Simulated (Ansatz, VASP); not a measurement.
**Zr in two plane-wave programs**

Aim: how closely do two programs agree when they are given the same cell, functional and k mesh?

Program: Ansatz 0.2.0. Level of theory: plane waves, with VASP 6.6.1 beside it; single point at PBEsol. Results are calculated unless marked as measured.

### Step 1. The starting structure

It takes space group P6_3/mmc (No. 194, hexagonal). Conventional cell: a = 3.187 Å, b = 3.187 Å, c = 5.115 Å, α = 90.00°, β = 90.00°, γ = 120.00°. Nearest to Zr lie 12 Zr at 3.15 to 3.19 Å.

Coordinates:

```
Zr
1.0
     3.18728    0.00000    0.00000
    -1.59364    2.76027    0.00000
     0.00000    0.00000    5.11528
Zr
2
Direct
  0.00000 0.00000 0.00000
  0.33333 0.66667 0.50000
```

### Step 2. VASP: single point, PBEsol

A single point gives forces, pressure and levels at one fixed geometry, so differences don't come from the geometry; what else differs is listed under the comparison.

Lines of VASP's logs that name or quote its potential files are left out, and so is its time.

File INCAR:

```
SYSTEM = Zr
PREC = Accurate
ENCUT = 450
EDIFF = 1E-08
NELM = 100
ISMEAR = -5
SIGMA = 0.15
LREAL = .FALSE.
ALGO = Normal
GGA = PS
NBANDS = 28
LASPH = .TRUE.
LORBIT = 11
LWAVE = .FALSE.
LCHARG = .FALSE.
KPAR = 2
ISIF = 2
NEDOS = 3001
```

File POSCAR:

```
Zr
1.0
    3.1872800329      0.0000000000      0.0000000000
   -1.5936400165      2.7602654775      0.0000000000
    0.0000000000      0.0000000000      5.1152779557
Zr
2
Direct
    0.0000000000      0.0000000000      0.0000000000
    0.3333333333      0.6666666667      0.5000000000
```

File KPOINTS:

```
Automatic mesh
0
Gamma
28 28 16
0 0 0
```

Potentials, in the order of the species: Zr_sv (PBE family, release 64).

The run is started by

```sh
$ mpirun -np 2 vasp_std
```

Numbers of over 12 decimals in the logs are rounded to 6 here.

The log of the run:

```text
[banner, memory and clock lines left out]
running    2 mpi-ranks, on    1 nodes
 distrk:  each k-point on    1 cores,    2 groups
 distr:  one band on    1 cores,    1 groups

 POSCAR found type information on POSCAR Zr
 POSCAR found :  1 types and       2 ions
|                                                                             |
|               ----> ADVICE to this user running VASP <----                  |
|                                                                             |
|     You enforced a specific xc type in the INCAR file but a different       |
|     [... a line on the potential file left out ...]
|     I HOPE YOU KNOW WHAT YOU ARE DOING!                                     |
|                                                                             |

 LDA part: xc-table for (Slater+PW92), standard interpolation
 POSCAR, INCAR and KPOINTS ok, starting setup
 FFT: planning ... GRIDC
 FFT: planning ... GRID_SOFT
 FFT: planning ... GRID
 WAVECAR not read
 entering main loop
       N       E                     dE             d eps       ncg     rms          rms(c)
DAV:   1     0.200188974447E+03    0.20019E+03   -0.11514E+04 40320   0.774E+02
DAV:   2    -0.671204688897E+01   -0.20690E+03   -0.19969E+03 45664   0.261E+02
DAV:   3    -0.187484591604E+02   -0.12036E+02   -0.11773E+02 71908   0.459E+01
DAV:   4    -0.189492087966E+02   -0.20075E+00   -0.20040E+00 45920   0.602E+00
DAV:   5    -0.189516711774E+02   -0.24624E-02   -0.24619E-02 51808   0.553E-01    0.160E+01
DAV:   6    -0.182927049044E+02    0.65897E+00   -0.52673E-01 44288   0.503E+00    0.641E+00
DAV:   7    -0.181577496570E+02    0.13496E+00   -0.33817E-01 53416   0.352E+00    0.107E+00
DAV:   8    -0.181628986774E+02   -0.51490E-02   -0.32955E-02 50464   0.118E+00    0.145E-01
DAV:   9    -0.181629884508E+02   -0.89773E-04   -0.97490E-04 56760   0.159E-01    0.560E-02
DAV:  10    -0.181629785305E+02    0.99203E-05   -0.21198E-05 46444   0.315E-02    0.348E-02
DAV:  11    -0.181629609094E+02    0.17621E-04   -0.22534E-05 59284   0.262E-02    0.264E-03
DAV:  12    -0.181629605014E+02    0.40795E-06   -0.81889E-07 48716   0.489E-03    0.118E-03
DAV:  13    -0.181629604804E+02    0.20961E-07   -0.47487E-08 55908   0.935E-04    0.452E-04
DAV:  14    -0.181629604740E+02    0.64269E-08   -0.10454E-09 24520   0.213E-04
   1 F= -.18162960E+02 E0= -.18162960E+02  d E =0.000000E+00
|                                                                             |
|           W    W    AA    RRRRR   N    N  II  N    N   GGGG   !!!           |
|           W    W   A  A   R    R  NN   N  II  NN   N  G    G  !!!           |
|           W    W  A    A  R    R  N N  N  II  N N  N  G       !!!           |
|           W WW W  AAAAAA  RRRRR   N  N N  II  N  N N  G  GGG   !            |
|           WW  WW  A    A  R   R   N   NN  II  N   NN  G    G                |
|           W    W  A    A  R    R  N    N  II  N    N   GGGG   !!!           |
|                                                                             |
|     Tetrahedron method does not include variations of the Fermi             |
|     occupations, so forces and stress will be inaccurate. We suggest        |
|     using a different smearing scheme ISMEAR = 1 or 2 for metals in         |
|     relaxations.                                                            |
|                                                                             |
```

From OUTCAR (step 2):

```text
ion  position               nearest neighbor table
   1  0.000  0.000  0.000-   2 3.15   2 3.15   2 3.15   2 3.15   2 3.15   2 3.15
   2  0.333  0.667  0.500-   1 3.15   1 3.15   1 3.15   1 3.15   1 3.15   1 3.15

  LATTYP: Found a hexagonal cell.
 ALAT       =     3.1872800329
 C/A-ratio  =     1.6049038374

 Subroutine GETGRP returns: Found 24 space group operations
 (whereof 12 operations were pure point group operations)

The static configuration has the point symmetry D_3h.
 The point group associated with its full space group is D_6h.

 Found    720 irreducible k-points:

   k-points           NKPTS =    720   k-points in BZ     NKDIM =    720   number of bands    NBANDS=     28

   dimension x,y,z NGX =    24 NGY =   24 NGZ =   36
   dimension x,y,z NGXF=    48 NGYF=   48 NGZF=   72

   ENCUT  =  450.0 eV  33.07 Ry    5.75 a.u.   5.51  5.51  8.85*2*pi/ulx,y,z

   NELECT =      24.0000    total number of electrons

 k-points in reciprocal lattice and weights: Automatic mesh
   0.00000000  0.00000000  0.00000000       0.000
   0.03571429  0.00000000  0.00000000       0.000
   0.07142857  0.00000000  0.00000000       0.000
   0.10714286  0.00000000  0.00000000       0.000
   0.14285714  0.00000000  0.00000000       0.000
   0.17857143  0.00000000  0.00000000       0.000
   0.21428571  0.00000000  0.00000000       0.000
   0.25000000  0.00000000  0.00000000       0.000
   0.28571429  0.00000000  0.00000000       0.000
[...]
0.35714286  0.28571429  0.50000000       0.000
   0.32142857  0.32142857  0.50000000       0.000

 average (electrostatic) potential at core
       1 -73.9648       2 -73.9648

 E-fermi :   9.2691

 k-point     1 :       0.0000    0.0000    0.0000
  band No.  band energies     occupation
    ...
      6     -16.9161      2.00000
      7     -16.9011      2.00000
      8     -16.9011      2.00000
      9       3.5154      2.00000
     10       6.1094      2.00000
     11      10.1234      0.00000
     12      10.1234      0.00000
     13      10.2035      0.00000
     14      10.5032      0.00000
     15      10.8338      0.00000
    ...

 k-point     2 :       0.0357    0.0000    0.0000
  band No.  band energies     occupation
    ...
      6     -16.9179      2.00000
      7     -16.9117      2.00000
      8     -16.9024      2.00000
      9       3.5534      2.00000
     10       6.1449      2.00000
     11       9.9560      0.00000
     12      10.1584      0.00000
     13      10.3492      0.00000
     14      10.4213      0.00000
     15      10.7983      0.00000
    ...

 k-point     3 :       0.0714    0.0000    0.0000
  band No.  band energies     occupation
    ...
      6     -16.9428      2.00000
      7     -16.9233      2.00000
      8     -16.9064      2.00000
      9       3.6658      2.00000
     10       6.2489      2.00000
     11       9.7272      0.00000
     12      10.1911      0.00000
     13      10.2632      0.00000
     14      10.5143      0.00000
     15      10.7043      0.00000
    ...

  Total       -0.0127943     -0.0127943     -0.0143951      0.0000000     -0.0000000      0.0000000
  in kB       -0.4554985     -0.4554985     -0.5124888      0.0000000     -0.0000000      0.0000000
  external PRESSURE =      -0.4744953 kB  Pullay stress =       0.0000000 kB

  energy-cutoff  :      450.00
  volume of cell :       45.00
      direct lattice vectors                 reciprocal lattice vectors
     3.187280033  0.000000000  0.000000000     0.313747142  0.181141997  0.000000000
    -1.593640016  2.760265477  0.000000000     0.000000000  0.362283993  0.000000000
     0.000000000  0.000000000  5.115277956     0.000000000  0.000000000  0.195492798

 POSITION                                       TOTAL-FORCE (eV/Angst)
 -----------------------------------------------------------------------------------
      0.00000      0.00000      0.00000        -0.000000      0.000000      0.000000
     -0.00000      1.84018      2.55764         0.000000     -0.000000      0.000000
 -----------------------------------------------------------------------------------
    total drift:                                0.000000     -0.000000     -0.000000

  FREE ENERGIE OF THE ION-ELECTRON SYSTEM (eV)
  ---------------------------------------------------
  free  energy   TOTEN  =       -18.1629604740 eV

  energy  without entropy=      -18.1629604740  energy(sigma->0) =      -18.16296047

 total charge
# of ion       s       p       d       tot
------------------------------------------
    1        2.241   5.957   1.664   9.862
    2        2.241   5.957   1.664   9.862
--------------------------------------------------
tot          4.483  11.914   3.327  19.724

[... 3 further parts left out ...]
```

With tetrahedra the forces and stress of a metal are not exact derivatives of the energy.

### Step 3. Ansatz: single point, PBEsol

Ansatz runs on its default PAW (the set named soft_2) files.

The same cell, functional, mesh and smearing now go to Ansatz, which takes its cutoff from its data sets.

File input.yaml:

```yaml
crystal:
  lattice:
    - [3.1872800329, 0.0, 0.0]
    - [-1.5936400165, 2.7602654775, 0.0]
    - [0.0, 0.0, 5.1152779557]
  atoms:
    - { symbol: Zr, position: [0.0, 0.0, 0.0] }
    - { symbol: Zr, position: [0.3333333333, 0.6666666667, 0.5] }
hamiltonian:
  xc: pbesol
  pseudopotentials: { kind: paw }
kpoints:
  mp_grid: { grid: [28, 28, 16] }
scf:
  occupations: { method: tetrahedron }
output:
  forces: true
  stress: true
```

The run is started by

```sh
$ ansatz run input.yaml --threads 2 --pin off --max-ram 4608MiB --backend cpu --events-out ev --progress --plain --runs-dir out
```

The log of the run:

```text
Warning: output.forces, output.stress, relax.cell or npt_langevin: where a Kohn–Sham band that disperses or a degenerate level is filled in part under the method tetrahedron, the forces or the stress that this run publishes need not agree with its energy (scf.occupations.method in the input reference, under Limitations); prefer a smearing scheme for the forces or the stress
Engine: ansatz 0.2.0, aarch64-unknown-linux-gnu
Pseudopotentials: kind: paw
Pseudopotential: Zr, paw, valence charge 12, recommended cutoff 420 eV (normal), Zr.paw.azcp
Functional definition: PBEsol
  exchange = pbesol_x
  correlation = pbesol_c
Crystal: 2 atoms, lattice volume = 45.003 Å³
Basis set: ecut = 420 eV, 881 PW (Γ), exchange–correlation on 48×48×72 points (8 copies of the dense FFT grid, shifted against one another)
Bands: 16, of which v1, the nominal top of the filled ones, is band 12 counted from 1 (11 counted from 0)
Symmetry: 24 space group operations
Space group: P63/mmc (ITA 194), of the structure as read, at distance tolerance 3.6e-5 Å
k-points: 720 of 12544
Non-local potential: Zr, projectors of the file, l = 0: 3, l = 1: 2, l = 2: 2, l = 3: 2
PAW form: soft (Blöchl's): semilocal exchange-correlation on the pseudo side does not see the compensation charge
PAW frozen core: Zr, regenerated for the run's functional, and the local potential with it (the file was generated under x = pbe(κ = 0.804, μ = 0.219515), c = pbe(β = 0.066725))
PAW one-centre angular grid: Zr, 590 points (default); XC on 64 Gauss nodes
Initial density: superposition of atomic densities (neutral atoms: chi_scale 0, normalization atom), corrected by the library's trained network
Initial wavefunctions: pseudopotential atomic-orbital guess
Functional: x = pbesol(κ = 0.804, μ = 0.123457), c = pbesol(β = 0.046)
SCF iter   1: F=—  HF=-8257.272546 eV  |F-HF|=—  |Δ(HF+E_count)|=         —  Δρ=3.56e-3  dr2=2.38e-3  ethr=1.77e-3  ⟨swp⟩=4.9  Hψ=49267  notcnv=0
preconditioner: auto → Kerker (q_TF=auto, 2.457 Å⁻¹)  [metal: no gap  n_scr=10 (ndim 8)  ℏωp=15.7 eV  f_vac=0.000]
SCF iter   2: F=—  HF=-8257.271354 eV  |F-HF|=—  |Δ(HF+E_count)|=   1.19e-3  Δρ=2.05e-3  dr2=7.42e-4  ethr=9.90e-6  ⟨swp⟩=2.8  Hψ=27875  notcnv=0  defer=47
SCF iter   3: F=—  HF=-8257.271440 eV  |F-HF|=—  |Δ(HF+E_count)|=   8.60e-5  Δρ=2.13e-4  dr2=1.76e-5  ethr=3.09e-6  ⟨swp⟩=2.3  Hψ=16930  notcnv=0  defer=47
SCF iter   4: F=—  HF=-8257.271432 eV  |F-HF|=—  |Δ(HF+E_count)|=   8.18e-6  Δρ=7.62e-5  dr2=1.85e-6  ethr=7.33e-8  ⟨swp⟩=2.9  Hψ=21721  notcnv=0  defer=47
SCF iter   5: F=-8257.271432 eV  HF=-8257.271432 eV  |F-HF|=7.12e-9  |Δ(HF+E_count)|=   5.05e-7  Δρ=1.08e-5  dr2=4.18e-8  ethr=4.17e-10  ⟨swp⟩=3.0  Hψ=50291  notcnv=0
SCF 1 converged in 5 iterations: F = -8257.271432 eV  dr2 = 4.18e-8
  greatest PAW one-centre occupation: 0.997 electrons in one spin orbital (limit 2), on the Zr atom at site 1 (counted from 0), in its partial waves of l = 0
SCF converged after 5 iterations
Stability not checked: this state was not tested for a lower state beside it, because cold or Methfessel-Paxton smearing, or corrected tetrahedra, fill the levels in a way that the test cannot read (fill_not_monotonic; see scf.lower_state_search)
Free energy (F): -8257.271432 eV
Harris-Foulkes:  -8257.271432 eV  (|F-HF|=7.12e-9)
Internal energy: -8257.271411 eV  (E = F + TS)
E sigma→0 (E₀):  -8257.271432 eV
Entropy (-TS):   -0.000021 eV (-0.011 meV/atom)
Fermi energy:    14.454256 eV
--- Per-component energies (eV) ---
  E_band       = -181.349158
  E_kinetic    = 666.734015
  E_local      = -1224.395854  (includes V_loc(G=0)·N_el)
  E_nonlocal   = 164.718511
  E_hartree    = 378.046966
  E_xc         = -320.917785
  E_vxc        = -380.693381  (∫ρ·V_xc dr)
  E_paw        = -5800.603851  (= ΣΔE_a)
  E_vpaw       = -163.803859  (= ΣTr[D̂ρ^β])
  E_aug_tail   = 0.000048  (compensation charges beyond the density's cutoff)
  E_ewald      = -2121.184901
  E_core_change = 0.331441  (= ΣΔE_core)
  E_smearing   = -0.000021  (= −TS)
  E_closure    = 0.000000  (closes the sum)
  Σ components = -8257.271432   (vs F -8257.271432, Δ=0.00e0)
--- Forces (eV/Å), atoms counted from 1 ---
  atom   1  Zr    -0.00000000    -0.00000000     0.00000000
  atom   2  Zr    -0.00000000     0.00000000     0.00000000
  max |Σ_I F_I| component: 1.85e-17 eV/Å
--- Stress (GPa, compression-positive) ---
       -0.155040       0.000000       0.000000
        0.000000      -0.155040       0.000000
        0.000000       0.000000      -0.157388
  P = ⅓ Tr σ = -0.1558 GPa (-1.558 kbar)
--- Band table (eV; the first three rows and the last of 720) ---
  k-point 0: bands = [... 8 lower, 8.7078, 11.2974, 15.3077, 15.3077, 15.3882, 15.6893, 16.0179, 16.0179]
  k-point 1: bands = [... 8 lower, 8.7419, 11.2972, 15.2881, 15.2881, 15.3618, 15.6218, 15.9917, 15.9917]
  k-point 2: bands = [... 8 lower, 8.8429, 11.2933, 15.2403, 15.2403, 15.2849, 15.4363, 15.9181, 15.9181]
  k-point 719: bands = [... 8 lower, 12.8419, 12.8419, 13.1981, 13.1981, 14.4437, 14.4437, 16.4985, 16.4985]
```

It took 21 s on 2 threads of Arm Neoverse N1, shared host; peak memory 0.67 GiB.

In the SCF lines HF is the Harris–Foulkes energy and dr2 the Hartree energy of the density residual, in eV; the loop may stop once dr2 is under the threshold and the program's other checks hold. Hψ counts applications of the Hamiltonian.

The run ends at a pressure of -0.16 GPa.

### Step 4. Side by side

Known differences besides the potentials themselves: the cutoff is 420 eV in Ansatz and 450 eV in VASP; Ansatz makes its cores anew for this functional, VASP keeps those of its PBE data sets. Total energies have different zeros and are not compared.

The two programs side by side:

```
      quantity  Ansatz   VASP  difference
pressure (GPa)   -0.16  -0.05       -0.11
```

### Step 5. Outcome

| Quantity | Value |
| --- | --- |
| difference in pressure (single point, PBEsol) | -0.11 GPa |

**Reading.** The difference in pressure is -0.11 GPa (single point, PBEsol), within the 1 GPa picked in this series as the mark of a large difference. 1 further run of this series is not shown here. Such differences can come from data sets, numerical settings and the points named under the comparisons, not from the functional's error against experiment.

[Lines on the potential files, build, host, timing and source positions are cut from VASP's logs without a mark.]

[Logs are printed without paths, hosts, clocks, repeated set-up lines and the standing remarks that a program may print on its own settings, such as how far it seeks lower states.]

[Hosts, paths, dates, database ids (printed as entryN), source tags and the programs' standing remarks are cut or masked in the printed files.]
